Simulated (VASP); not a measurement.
## MoP (relaxed from the rock salt structure, space group Fm-3m): computed properties

All values below come from PBEsol GGA, VASP's PBE PAW potentials (set 64) (plane waves; VASP).

```yaml
space_group: Fm-3m (225)
cell: a = b = c = 4.8994 Å, α = β = γ = 90.00°
volume_per_atom: 14.70 Å³/atom
band gap (over mesh and band path): none (metal, semimetal or under 0.01 eV)
density: 7.17 g/cm³
```

```xyz
2
Lattice="0.0000 2.4497 2.4497 2.4497 0.0000 2.4497 2.4497 2.4497 0.0000" Properties=species:S:1:pos:R:3 pbc="T T T"
Mo     0.0000     0.0000     0.0000
P      2.4497     2.4497     2.4497
```

The structure was generated: MoP was put into the rock salt type (Fm-3m), which need not be its known phase. It was relaxed first, which changed the volume by -34 %. Symmetry was kept, so distortions that lower it aren't found. The electron count is odd and the run is not spin-polarised, which forces a metal.
